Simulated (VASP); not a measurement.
VASP ran on this input.

File POSCAR:
```
GaN
1.0
  2.5892964951   0.0000000000   0.0000000000
  0.0000000000   2.5892964951   0.0000000000
  0.0000000000   0.0000000000   2.5892964951
Ga N
1 1
Cartesian
  0.0000000000   0.0000000000   0.0000000000
  1.2946482476   1.2946482476   1.2946482476
```

KPOINTS:
```
Automatic mesh
0
G
  14 14 14
0 0 0
```

### INCAR
```
SYSTEM = GaN
PREC = Accurate
ENCUT = 620
EDIFF = 1E-6
NELM = 100
ALGO = Normal
LREAL = .FALSE.
LASPH = .TRUE.
ISMEAR = 1
SIGMA = 0.1
GGA = PS
LMAXMIX = 4
LWAVE = .FALSE.
LCHARG = .FALSE.
IBRION = 2
ISIF = 3
NSW = 40
EDIFFG = -0.02
PSTRESS = 300
```

POTCAR, in this order: Ga_d N (PBE.64 set). Program: vasp_std.

Question: Translate this PBEsol calculation to Ansatz.

Answer: One equivalent input (not run):
Ansatz 0.2 input:
```yaml
crystal:
  lattice:
    - [2.5892965, 0.0000000, 0.0000000]
    - [0.0000000, 2.5892965, 0.0000000]
    - [0.0000000, 0.0000000, 2.5892965]
  atoms:
    - { symbol: Ga, position: [0.0000000, 0.0000000, 0.0000000] }
    - { symbol: N, position: [0.5000000, 0.5000000, 0.5000000] }
kpoints:
  mp_grid: { grid: [14, 14, 14] }
hamiltonian:
  xc: pbesol
  pseudopotentials: { kind: paw }
scf:
  occupations: { method: methfessel_paxton, width: 0.1 }
  max_iter: 100
relax:
  max_steps: 40
  f_tol: 0.02
  cell: { p_target: 30 }
output: { forces: true, stress: true, eigenvalues: true }
```
Limits of the translation: each code has its own PAW files, so the cut-off isn't converted (ENCUT is set for VASP's; basis.ecutwfc is left out, and Ansatz then takes the one that its files recommend); Ansatz stops its SCF on the density residual and VASP on the energy change (EDIFF).

The structure was generated: GaN was put into the CsCl type type (Pm-3m), which need not be its known phase. It was relaxed first under an external pressure of 30 GPa.
